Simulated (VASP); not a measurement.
# Quasi-harmonic expansion of K (Im-3m), part 2 of 2

How fast does K expand on heating, by the quasi-harmonic approximation? The start is a cell from a database of measured crystal structures.

VASP 6.6.1; PBEsol; plane waves and PAW (K_sv).

Still holding for the runs below: This run has no spin polarisation. Its electron count is odd, so without a moment it is a metal by construction. The k-mesh is coarse for a metal.

So far. Step 10 (Static energy at fixed volume, volume scale 0.98): Little changed from the start: no atom moved by 0.005 Å and no cell edge by 0.1 %.

The database entry behind the starting cell lists a temperature near 5 K, so it need not match the best structure at ambient conditions.

## (13) Force constants in the supercell, volume scale 1.06

System of this step: K. It takes space group Im-3m (No. 229, cubic). The conventional cell has a = 5.312 Å, b = 5.312 Å, c = 5.312 Å, α = 90.00°, β = 90.00°, γ = 90.00°. Nearest to K lie 8 K at 4.60 Å.

The input, INCAR:

```
SYSTEM = K
PREC = Accurate
ENCUT = 400
EDIFF = 1E-07
NELM = 100
ISMEAR = 1
SIGMA = 0.15
LREAL = .FALSE.
ALGO = Normal
GGA = PS
LWAVE = .FALSE.
LCHARG = .FALSE.
KPAR = 12
IBRION = 6
NSW = 1
NFREE = 2
POTIM = 0.015
ISIF = 0
ADDGRID = .TRUE.
```

The input, POSCAR:

```
K
1.0
   -7.9680658860      7.9680658860      7.9680658860
    7.9680658860     -7.9680658860      7.9680658860
    7.9680658860      7.9680658860     -7.9680658860
K
27
Direct
    0.0000000000      0.0000000000      0.0000000000
    0.0000000000      0.0000000000      0.3333333333
    0.0000000000      0.0000000000      0.6666666667
    0.0000000000      0.3333333333      0.0000000000
    0.0000000000      0.3333333333      0.3333333333
    0.0000000000      0.3333333333      0.6666666667
    0.0000000000      0.6666666667      0.0000000000
    0.0000000000      0.6666666667      0.3333333333
    0.0000000000      0.6666666667      0.6666666667
    0.3333333333      0.0000000000      0.0000000000
    0.3333333333      0.0000000000      0.3333333333
    0.3333333333      0.0000000000      0.6666666667
    0.3333333333      0.3333333333      0.0000000000
    0.3333333333      0.3333333333      0.3333333333
    0.3333333333      0.3333333333      0.6666666667
    0.3333333333      0.6666666667      0.0000000000
    0.3333333333      0.6666666667      0.3333333333
    0.3333333333      0.6666666667      0.6666666667
    0.6666666667      0.0000000000      0.0000000000
    0.6666666667      0.0000000000      0.3333333333
    0.6666666667      0.0000000000      0.6666666667
    0.6666666667      0.3333333333      0.0000000000
    0.6666666667      0.3333333333      0.3333333333
    0.6666666667      0.3333333333      0.6666666667
    0.6666666667      0.6666666667      0.0000000000
    0.6666666667      0.6666666667      0.3333333333
    0.6666666667      0.6666666667      0.6666666667
```

The input, KPOINTS:

```
Automatic mesh
0
Gamma
3 3 3
0 0 0
```

PAW data sets: K_sv (PBE family, release 64).

Run with:

```
> mpirun -np 12 vasp_std
```

Run time: 14 min. Hardware: 12 MPI ranks of Intel Xeon 6975P-C (Granite Rapids), shared host; peak memory 33 GiB.

## (14) Static energy at fixed volume, volume scale 1.08

System of this step: K. The structure is cubic, space group Im-3m (No. 229). The conventional cell has a = 5.345 Å, b = 5.345 Å, c = 5.345 Å, α = 90.00°, β = 90.00°, γ = 90.00°. Nearest to K lie 8 K at 4.63 Å.

The input, INCAR:

```
SYSTEM = K
PREC = Accurate
ENCUT = 400
EDIFF = 1E-08
NELM = 100
ISMEAR = 1
SIGMA = 0.15
LREAL = .FALSE.
ALGO = Normal
GGA = PS
NBANDS = 10
LORBIT = 11
LWAVE = .FALSE.
LCHARG = .FALSE.
KPAR = 12
IBRION = 2
NSW = 30
ISIF = 4
EDIFFG = -0.002
```

The input, POSCAR:

```
K
1.0
   -2.6726225302      2.6726225302      2.6726225302
    2.6726225302     -2.6726225302      2.6726225302
    2.6726225302      2.6726225302     -2.6726225302
K
1
Direct
    0.0000000000      0.0000000000      0.0000000000
```

The input, KPOINTS:

```
Automatic mesh
0
Gamma
9 9 9
0 0 0
```

Run with:

```
> mpirun -np 12 vasp_std
```

It took 2.2 s on 12 MPI ranks; peak memory 2 GiB.

## (15) The series together

Times are for 12 MPI ranks of Intel Xeon 6975P-C (Granite Rapids), shared host. The series side by side:

```
no.  volume scale  energy at zero smearing (eV)  pressure (GPa)   time  memory (GiB)
  1          0.98                        -1.136         0.07493  2.2 s             2
  2             1                        -1.137       -0.003863  2.6 s           2.0
  3          1.02                        -1.136        -0.07509  2.2 s             2
  4          1.04                        -1.135         -0.1398  2.2 s           2.0
  5          1.06                        -1.134         -0.1984  3.2 s           2.0
  6          1.08                        -1.132         -0.2521  2.2 s           2.0
```

## (16) Force constants in the supercell, volume scale 1.08

System of this step: K. It takes space group Im-3m (No. 229, cubic). Conventional cell: a = 5.345 Å, b = 5.345 Å, c = 5.345 Å, α = 90.00°, β = 90.00°, γ = 90.00°. K has 8 K at 4.63 Å nearest.

The input, INCAR:

```
SYSTEM = K
PREC = Accurate
ENCUT = 400
EDIFF = 1E-07
NELM = 100
ISMEAR = 1
SIGMA = 0.15
LREAL = .FALSE.
ALGO = Normal
GGA = PS
LWAVE = .FALSE.
LCHARG = .FALSE.
KPAR = 12
IBRION = 6
NSW = 1
NFREE = 2
POTIM = 0.015
ISIF = 0
ADDGRID = .TRUE.
```

The input, POSCAR:

```
K
1.0
   -8.0178675906      8.0178675906      8.0178675906
    8.0178675906     -8.0178675906      8.0178675906
    8.0178675906      8.0178675906     -8.0178675906
K
27
Direct
    0.0000000000      0.0000000000      0.0000000000
    0.0000000000      0.0000000000      0.3333333333
    0.0000000000      0.0000000000      0.6666666667
    0.0000000000      0.3333333333      0.0000000000
    0.0000000000      0.3333333333      0.3333333333
    0.0000000000      0.3333333333      0.6666666667
    0.0000000000      0.6666666667      0.0000000000
    0.0000000000      0.6666666667      0.3333333333
    0.0000000000      0.6666666667      0.6666666667
    0.3333333333      0.0000000000      0.0000000000
    0.3333333333      0.0000000000      0.3333333333
    0.3333333333      0.0000000000      0.6666666667
    0.3333333333      0.3333333333      0.0000000000
    0.3333333333      0.3333333333      0.3333333333
    0.3333333333      0.3333333333      0.6666666667
    0.3333333333      0.6666666667      0.0000000000
    0.3333333333      0.6666666667      0.3333333333
    0.3333333333      0.6666666667      0.6666666667
    0.6666666667      0.0000000000      0.0000000000
    0.6666666667      0.0000000000      0.3333333333
    0.6666666667      0.0000000000      0.6666666667
    0.6666666667      0.3333333333      0.0000000000
    0.6666666667      0.3333333333      0.3333333333
    0.6666666667      0.3333333333      0.6666666667
    0.6666666667      0.6666666667      0.0000000000
    0.6666666667      0.6666666667      0.3333333333
    0.6666666667      0.6666666667      0.6666666667
```

The input, KPOINTS:

```
Automatic mesh
0
Gamma
3 3 3
0 0 0
```

Run with:

```
> mpirun -np 12 vasp_std
```

Run time: 20 min. Hardware: 12 MPI ranks; peak memory 39 GiB; 3.2 h of CPU time.

## (17) Side by side

Times are for 12 MPI ranks of Intel Xeon 6975P-C (Granite Rapids), shared host. The series side by side:

```
no.  volume scale  free energy 300 (meV/atom)  zero point energy (meV/atom)  highest frequency (cm⁻¹)    time  memory (GiB)
  1          0.98                      -110.7                         10.02                     82.78  14 min            33
  2             1                      -113.5                         9.690                     80.01  13 min            33
  3          1.02                      -115.3                         9.468                     77.71  13 min            33
  4          1.04                      -116.5                         9.294                     75.58  13 min            33
  5          1.06                      -117.7                         9.121                     73.51  14 min            33
  6          1.08                      -119.6                         8.897                     71.28  20 min            39
```

The runs together. Table of vibrational free energy by temperature; values in meV/atom:

```
temperature (K)   0.98      1   1.02   1.04   1.06   1.08
              0   10.0   9.69   9.47   9.29   9.12   8.90
             40   7.78   7.30   7.00   6.77   6.55   6.23
             80  -1.35  -2.16  -2.66  -3.01  -3.37  -3.91
            120  -15.3  -16.5  -17.2  -17.7  -18.2  -19.0
            160  -32.7  -34.2  -35.2  -35.8  -36.5  -37.5
            200  -52.6  -54.5  -55.7  -56.5  -57.4  -58.6
            240  -74.6  -76.9  -78.3  -79.3  -80.2  -81.8
            280  -98.3   -101   -103   -104   -105   -107
            320   -123   -126   -128   -130   -131   -133
```

## (18) Thermal expansion

This step: quasi-harmonic approximation, PBEsol, no electronic free energy; plane waves and PAW (VASP 6.6.1).

At each temperature the sum of static and vibrational free energy is fitted against volume; its minimum is the volume at that temperature.

This step runs nothing: it gathers the runs above.

Numbers from this step:

```yaml
volume_expansion_300: 188.7 1e-6/K
volume_300: 74.85 Å³/atom
bulk_modulus_300: 3.199 GPa
heat_capacity_p_300: 26.35 J/K/mol of atoms
static_volume: 70.85 Å³/atom
```

The volume by temperature:

```
temperature (K)  volume (Å³/atom)
              0              71.3
             20              71.4
             40              71.5
             60              71.7
             80              71.9
            100              72.2
            120              72.4
            140              72.7
            160              72.9
            180              73.2
            200              73.5
            220              73.7
            240              74.0
            260              74.3
            280              74.6
            300              74.8
```

Volume expansion coefficient against temperature:

```
temperature (K)  volume expansion coefficient (1e-6/K)
             40                                    117
             60                                    151
             80                                    165
            100                                    169
            120                                    173
            140                                    176
            160                                    179
            180                                    180
            200                                    182
            220                                    184
            240                                    185
            260                                    187
            280                                    188
            300                                    189
```

Isothermal bulk modulus against temperature:

```
temperature (K)  isothermal bulk modulus (GPa)
              0                           3.66
             20                           3.65
             40                           3.63
             60                           3.60
             80                           3.57
            100                           3.54
            120                           3.51
            140                           3.47
            160                           3.44
            180                           3.40
            200                           3.37
            220                           3.34
            240                           3.30
            260                           3.27
            280                           3.23
            300                           3.20
```

Table of heat capacity by temperature; values in J/K/mol of atoms:

```
temperature (K)    Cp    Cv
              0     0     0
             20  9.84  9.83
             40  18.7  18.6
             60  22.0  21.8
             80  23.4  23.1
            100  24.2  23.7
            120  24.7  24.1
            140  25.0  24.3
            160  25.2  24.5
            180  25.5  24.6
            200  25.6  24.6
            220  25.8  24.7
            240  25.9  24.7
            260  26.1  24.8
            280  26.2  24.8
            300  26.4  24.8
```

## (19) Results

```yaml
volume_expansion_at_300_k: 189 1e-6/K
volume_at_300_k: 74.8 Å³/atom
bulk_modulus_at_300_k: 3.20 GPa
heat_capacity_at_constant_pressure_300_k: 26.4 J/K/mol of atoms
```

What this shows: The volume grows by 189 millionths per kelvin at 300 K, and lies 5.6 % above the static minimum there. The vibrational free energies scatter by 0.44 meV/atom about their fit near 300 K, which by a picked rule (a curvature must cut the scatter to a third, or under 0.12 meV) is too much to bear a curvature, so the fit is linear in ln V. A fit quadratic in ln V would give 118 millionths per kelvin and 4.48 GPa at 300 K, which shows how far the choice of fit matters. Phonon-phonon terms beyond the change with volume and the electrons' free energy are left out, and the supercell is small, so the curves are least sure at high temperature.

[Lines on the potential files, build, host, timing and source positions are cut from VASP's logs without a mark.]

[Logs are printed without paths, hosts, clocks, repeated set-up lines and the standing remarks that a program may print on its own settings, such as how far it seeks lower states.]

[Hosts, paths, dates, database ids (printed as entryN), source tags and the programs' standing remarks are cut or masked in the printed files.]

[In band tables of VASP the shares of atoms and orbitals are scaled to a sum of 1 inside the atoms' spheres.]
